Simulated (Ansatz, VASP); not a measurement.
## MoS3 in two plane-wave programs

Wanted: the spread between two codes on one cell, functional and k mesh. The cell is generated by rule, not measured, and may not be a known phase. The cell is taken from a series of runs on this material, whose earlier steps may have relaxed, scaled, displaced or heated it; both programs get it as it stands.

Program: Ansatz 0.2.0. Level of theory: plane waves, with VASP 6.6.1 beside it; zone-centre phonons at PBEsol. Results are calculated unless marked as measured.

The structure was built from a prototype and need not be the compound's stable phase.

**1. The starting structure**

Symmetry: Pm-3m, No. 221, cubic system. The conventional cell has a = 4.630 Å, b = 4.630 Å, c = 4.630 Å, α = 90.00°, β = 90.00°, γ = 90.00°. Mo has 6 S at 2.31 Å nearest. Nearest to S lie 2 Mo at 2.31 Å. Farther neighbours and most contacts between anions are not listed.

**2. Ansatz: zone-centre phonons, PBEsol**

Ansatz runs on norm-conserving files, of PseudoDojo where its log says so.

Second derivatives magnify differences that forces hide, and they need a tight electronic threshold.

Contents of input.yaml:

```yaml
crystal:
  lattice:
    - [4.6295550062, 0.0, 0.0]
    - [0.0, 4.6295550062, 0.0]
    - [0.0, 0.0, 4.6295550062]
  atoms:
    - { symbol: Mo, position: [0.0, 0.0, 0.0] }
    - { symbol: S, position: [0.0, 0.0, 0.5] }
    - { symbol: S, position: [0.0, 0.5, 0.0] }
    - { symbol: S, position: [0.5, 0.0, 0.0] }
kpoints:
  mp_grid: { grid: [8, 8, 8] }
hamiltonian:
  xc: pbesol
  pseudopotentials: { kind: nc, accuracy: standard }
scf:
  occupations: { method: methfessel_paxton, width: 0.15 }
output:
  eigenvalues: true
phonons:
  method: dfpt
  qmesh: [2, 2, 2]
  temperatures: { t_max: 1000, t_step: 50 }
  qpath:
    path:
      - [[0.0, 0.0, 0.0], [0.0, 0.5, 0.0], [0.5, 0.5, 0.0], [0.0, 0.0, 0.0], [0.5, 0.5, 0.5], [0.0, 0.5, 0.0]]
      - [[0.5, 0.5, 0.5], [0.5, 0.5, 0.0]]
    npoints: 10
```

Started as:

```
$ ansatz run input.yaml --threads 4 --pin off --max-ram 7168MiB --backend cpu --events-out ev --progress --plain --runs-dir out
```

Numbers of over 12 decimals in the logs are rounded to 6 here.

Output:

```text
Engine: ansatz 0.2.0, aarch64-unknown-linux-gnu
Pseudopotentials: kind: nc
Pseudopotential: Mo, nc, valence charge 14, recommended cutoff 1088.45545 eV (normal), Mo.nc.azcp (PseudoDojo's, or run here from an input of PseudoDojo's; its table is named by hamiltonian.pseudopotentials.accuracy)
Pseudopotential: S, nc, valence charge 6, recommended cutoff 707.496042 eV (normal), S.nc.azcp (PseudoDojo's, or run here from an input of PseudoDojo's; its table is named by hamiltonian.pseudopotentials.accuracy)
Functional definition: PBEsol
  exchange = pbesol_x
  correlation = pbesol_c
Crystal: 4 atoms, lattice volume = 99.224 Å³
Basis set: ecut = 1088.45545 eV, 8217 PW (Γ), exchange–correlation on 100×100×100 points (8 copies of the dense FFT grid, shifted against one another)
Bands: 20, of which v1, the nominal top of the filled ones, is band 16 counted from 1 (15 counted from 0)
Symmetry: 48 space group operations
k-points: 35 of 512
Non-local potential: Mo, projectors of the file, l = 0: 2, l = 1: 2, l = 2: 2
Non-local potential: S, projectors of the file, l = 0: 2, l = 1: 2, l = 2: 2
Initial density: superposition of atomic densities (chi_scale 0.1, normalization cell, long waves kept (reshape's long-wave potential 0.00 eV rms))
Initial wavefunctions: pseudopotential atomic-orbital guess
Functional: x = pbesol(κ = 0.804, μ = 0.123457), c = pbesol(β = 0.046)
SCF iter   1: F=—  HF=-2812.871240 eV  |F-HF|=—  |Δ(HF+E_count)|=         —  Δρ=6.75e-2  dr2=7.07e0  ethr=3.10e-3  ⟨swp⟩=7.7  Hψ=4240  notcnv=0
preconditioner: auto → LDOS  [metal: Δε(μ)=0.006 eV  Ē_g=7.456 eV  σ=0.150 eV  W_gap=0.03  n_scr=18 (ndim 8)  ℏωp=18.3 eV  f_vac=0.103  D(μ)=4.35/eV (n_scr^D=32)  β→1.0]
SCF iter   2: F=—  HF=-2811.737197 eV  |F-HF|=—  |Δ(HF+E_count)|=    1.13e0  S|Δr|=    0.00e0  Δρ=1.30e-2  dr2=6.89e-2  ethr=3.10e-3  ⟨swp⟩=8.0  Hψ=6939  notcnv=0
automatic band count: the SCF goes on with 24 bands, as 20 were too few: they end inside the smearing window of the response
SCF iter   3: F=—  HF=-2811.735615 eV  |F-HF|=—  |Δ(HF+E_count)|=   1.58e-3  S|Δr|=    0.00e0  Δρ=3.10e-3  dr2=1.12e-2  ethr=2.15e-4  ⟨swp⟩=2.8  Hψ=1640  notcnv=0  defer=54
SCF iter   4: F=—  HF=-2811.734241 eV  |F-HF|=—  |Δ(HF+E_count)|=   1.37e-3  S|Δr|=    0.00e0  Δρ=3.05e-4  dr2=7.35e-5  ethr=3.49e-5  ⟨swp⟩=1.8  Hψ=841  notcnv=0  defer=54
SCF iter   5: F=—  HF=-2811.734259 eV  |F-HF|=—  |Δ(HF+E_count)|=   1.77e-5  S|Δr|=    0.00e0  Δρ=3.79e-5  dr2=1.64e-6  ethr=2.30e-7  ⟨swp⟩=3.4  Hψ=1697  notcnv=0  defer=54
SCF iter   6: F=—  HF=-2811.733987 eV  |F-HF|=—  |Δ(HF+E_count)|=   2.72e-4  S|Δr|=    0.00e0  Δρ=5.28e-6  dr2=2.80e-8  ethr=5.13e-9  ⟨swp⟩=2.3  Hψ=1276  notcnv=0  defer=54
SCF iter   7: F=—  HF=-2811.733987 eV  |F-HF|=—  |Δ(HF+E_count)|=   1.25e-8  S|Δr|=    0.00e0  Δρ=4.71e-7  dr2=1.08e-10  ethr=8.74e-11  ⟨swp⟩=2.5  Hψ=1341  notcnv=0  defer=54
SCF iter   8: F=-2811.733987 eV  HF=-2811.733987 eV  |F-HF|=1.82e-12  |Δ(HF+E_count)|=  7.91e-11  S|Δr|=    0.00e0  Δρ=6.62e-8  dr2=1.21e-12  ethr=1.00e-12  ⟨swp⟩=15.6  Hψ=6682  notcnv=0
SCF 1 converged in 8 iterations: F = -2811.733987 eV  dr2 = 1.21e-12
Initial density: read from a saved state, or passed on in memory by an earlier SCF of this step, an earlier step, the calling program or the single point that the run made first
iter 1 solved again at ethr=2.02e-6 eV; its pass at ethr=3.10e-3 eV (dr2=6.47e-4 eV) is discarded
SCF iter   1: F=—  HF=-2811.734253 eV  |F-HF|=—  |Δ(HF+E_count)|=         —  Δρ=3.84e-6  dr2=6.72e-9  ethr=2.02e-6  ⟨swp⟩=3.7  Hψ=6584  notcnv=0
eigensolver tolerance schedule: the retry pair's looser diagonalisation over-reported the residual by 96255.90 of it (diagonalisation noise at an unbounded share of the residual, at the tolerance the schedule requests for it); recorded, not acted on — ethr = c·dr2/N_el stays at c = 1.0e-1
preconditioner: auto → LDOS  [metal: Δε(μ)=0.035 eV  Ē_g=6.859 eV  σ=0.150 eV  W_gap=0.20  n_scr=18 (ndim 8)  ℏωp=18.3 eV  f_vac=0.143  D(μ)=2.26/eV (n_scr^D=18)  β→1.0]
SCF iter   2: F=—  HF=-2811.733987 eV  |F-HF|=—  |Δ(HF+E_count)|=   2.66e-4  S|Δr|=    0.00e0  Δρ=3.19e-6  dr2=4.61e-9  ethr=2.10e-11  ⟨swp⟩=5.4  Hψ=2793  notcnv=0
SCF iter   3: F=—  HF=-2811.733987 eV  |F-HF|=—  |Δ(HF+E_count)|=   1.27e-9  S|Δr|=    0.00e0  Δρ=1.74e-6  dr2=1.36e-9  ethr=1.44e-11  ⟨swp⟩=1.0  Hψ=714  notcnv=0
SCF iter   4: F=—  HF=-2811.733987 eV  |F-HF|=—  |Δ(HF+E_count)|=  3.01e-10  S|Δr|=    0.00e0  Δρ=1.16e-6  dr2=6.13e-10  ethr=4.26e-12  ⟨swp⟩=1.0  Hψ=700  notcnv=0
SCF iter   5: F=—  HF=-2811.733987 eV  |F-HF|=—  |Δ(HF+E_count)|=  7.14e-11  S|Δr|=    0.00e0  Δρ=9.41e-7  dr2=3.99e-10  ethr=1.92e-12  ⟨swp⟩=1.0  Hψ=700  notcnv=0
SCF iter   6: F=—  HF=-2811.733987 eV  |F-HF|=—  |Δ(HF+E_count)|=  1.54e-10  S|Δr|=    0.00e0  Δρ=2.99e-7  dr2=3.79e-11  ethr=1.25e-12  ⟨swp⟩=2.3  Hψ=1236  notcnv=0
SCF iter   7: F=-2811.733987 eV  HF=-2811.733987 eV  |F-HF|=3.64e-12  |Δ(HF+E_count)|=  1.86e-11  S|Δr|=    0.00e0  Δρ=1.12e-7  dr2=5.72e-12  ethr=1.00e-12  ⟨swp⟩=2.9  Hψ=2369  notcnv=0
SCF 2 converged in 7 iterations: F = -2811.733987 eV  dr2 = 5.72e-12
phonons: the bands overlap, so this run is a metal and interpolates without the dipole-dipole term. If the crystal is really an insulator or semiconductor, its LO-TO splitting is missing
NSCF: frozen V_eff on 35 k-points
WARN: eigensolver did not converge in 9 slots of this pass, the one above among them; of largest residual over every band (k=27): 1 band(s) unlocked (lowest unlocked band 23, counted from 0; max residual 2.11e-3 eV among the unlocked bands, 2.11e-3 eV over every band); of lowest unlocked band (k=3): band 23
NSCF: frozen V_eff on 125 k-points
DFPT response loops at q = (0, 0, 0) (fractional): preconditioner auto → Kerker (q_TF=auto, 2.259 Å⁻¹) (partly filled bands, converged f_vac=0.143); β = 1.00, the filter's whole step (`scf.mixing.beta` (0.50) is not read by the response loops under this deck's `scf.mixing.preconditioner`; to damp them name `kerker` or `kerker_dos`, under which they read `scf.mixing.beta`, and type it under 1.00, their step now; both keys bind the ground state too); Broyden in place of MSR1
NSCF: frozen V_eff on 250 k-points
DFPT response loops at q = (0, 0, -0.5) (fractional): mixed as the last ones told, above
NSCF: frozen V_eff on 250 k-points
DFPT response loops at q = (0, -0.5, -0.5) (fractional): mixed as the last ones told, above
NSCF: frozen V_eff on 250 k-points
DFPT response loops at q = (-0.5, -0.5, -0.5) (fractional): mixed as the last ones told, above
SCF converged after 8 iterations
Stability not checked: this state was not tested for a lower state beside it, because cold or Methfessel-Paxton smearing, or corrected tetrahedra, fill the levels in a way that the test cannot read (fill_not_monotonic; see scf.lower_state_search)
Free energy (F): -2811.733987 eV
Harris-Foulkes:  -2811.733987 eV  (|F-HF|=1.82e-12)
Internal energy: -2811.736947 eV  (E = F + TS)
E sigma→0 (E₀):  -2811.734727 eV
Entropy (-TS):   0.002960 eV (0.740 meV/atom)
Fermi energy:    5.308875 eV
Step filling:    the computed levels leave a gap of 0.0354 eV = 0.2 smearing widths at the electron count; against every level under it full and every level over it empty, smearing changes F+E_penalty+E_count by +2.965 meV and its σ→0 estimate by +2.225 meV
--- Per-component energies (eV) ---
  E_band       = -299.532304
  E_kinetic    = 914.546228
  E_local      = -2841.175847  (includes V_loc(G=0)·N_el)
  E_nonlocal   = 359.378589
  E_hartree    = 900.581100
  E_xc         = -532.784717
  E_vxc        = -533.443432  (∫ρ·V_xc dr)
  E_ewald      = -1612.282299
  E_smearing   = 0.002960  (= −TS)
  E_closure    = 0.000000  (closes the sum)
  Σ components = -2811.733987   (vs F -2811.733987, Δ=0.00e0)
--- Band table (eV; the first three rows and the last of 35) ---
  k-point 0: bands = [... 12 lower, 3.6643, 4.2415, 4.2415, 4.2415, 4.9548, 4.9548, 4.9548, 6.0237, ... 4 higher]
  k-point 1: bands = [... 12 lower, 3.6692, 4.1691, 4.2315, 4.5645, 4.5645, 5.2210, 5.2210, 6.0290, ... 4 higher]
  k-point 2: bands = [... 12 lower, 3.5024, 3.6812, 4.0041, 4.6840, 4.6840, 5.9616, 5.9616, 6.0399, ... 4 higher]
  k-point 34: bands = [... 12 lower, 0.3685, 5.7851, 5.7851, 5.7851, 7.1005, 7.1005, 7.1005, 9.9567, ... 4 higher]
--- Phonons (Γ-DFPT): 3 representative perturbations + reference (Σ response iterations 7) ---
  ASR residual: 5.320e-5 → 0.000e0 eV/Å²; symmetrization residual: 9.537e-6 eV/Å²
  ASR residual per site (eV/Å²): 9.54e-6 5.32e-5 5.32e-5 5.32e-5
  Γ frequencies (cm⁻¹): 0.00 0.00 0.00 56.12 56.12 56.12 107.32 107.32 107.32 378.05 378.05 378.05
--- Phonons (arbitrary-q DFPT): 4 irreducible q on the 2×2×2 mesh ---
  q = [0.0000, 0.0000, 0.0000] (star 1, of the zone-centre solve; hermiticity 1.37e-6, symmetrization 1.69e-14): -0.00 -0.00 0.00 56.12 56.12 56.12 107.32 107.32 107.32 378.05 378.05 378.05
  q = [0.0000, 0.0000, -0.5000] (star 3, 7 solved perturbations in 775 linear systems a pass and spin channel, the states on 125 of 512 k-point pairs; hermiticity 7.02e-8, symmetrization 1.54e-13, the responses' own estimated error 7.3e-5 eV/Å²): -46.38 -46.38 82.05 82.05 119.20 139.85 157.80 157.80 176.27 366.29 366.29 421.60
  q = [0.0000, -0.5000, -0.5000] (star 3, 7 solved perturbations in 775 linear systems a pass and spin channel, the states on 125 of 512 k-point pairs; hermiticity 3.66e-7, symmetrization 6.17e-13, the responses' own estimated error 7.1e-5 eV/Å²): -73.49 -14.35 102.11 130.50 130.50 156.97 156.97 170.37 170.37 227.87 352.96 466.85
  q = [-0.5000, -0.5000, -0.5000] (star 1, 3 solved perturbations in 275 linear systems a pass and spin channel, the states on 125 of 512 k-point pairs; hermiticity 4.26e-13, symmetrization 6.83e-13, the responses' own estimated error 5.3e-5 eV/Å²): -218.29 -218.29 -9.69 -9.69 -9.69 164.46 164.46 164.46 225.37 225.37 225.37 507.29
  sum rule: each row above includes the acoustic sum rule's correction from the zone centre's row sums; it moved no ω² by more than (0.67 cm⁻¹)²
  mesh force constants: q→R imaginary residual 1.53e-46; ASR residual 5.320e-5 → 0.000e0 eV/Å²; symmetrization residual 2.132e-14 eV/Å²
  interpolated dispersion: 62 rows × 12 modes
  density of states and harmonic sums: on the 14×14×14 q-mesh, interpolated from the force constants of a 2×2×2 supercell (no non-analytic term)
  largest difference from the sums on the solved wave vectors: F 3.88e-1 eV, S 5.22e-4 and C_V 1.37e-4 eV/K
  zero-point energy: 0.124513 eV/cell   skipped modes (ω ≤ 0): 135, of them read as no rigid motion or as one in doubt: 132 (9.428e-1 modes/cell left out, lowest -218.29 cm⁻¹)   left out of the sums: 7.87e-2 of the cell's modes: C_V's classical limit lies that fraction below 3 k_B per atom; for a crystal, a wire or a layer, F and S can be off by more, and a phonons.interpolated_qmesh denser along its periods is the remedy for the sampling
```

[end of part 1 of 2]

[Lines on the potential files, build, host, timing and source positions are cut from VASP's logs without a mark.]

[Logs are printed without paths, hosts, clocks, repeated set-up lines and the standing remarks that a program may print on its own settings, such as how far it seeks lower states.]

[Hosts, paths, dates, database ids (printed as entryN), source tags and the programs' standing remarks are cut or masked in the printed files.]
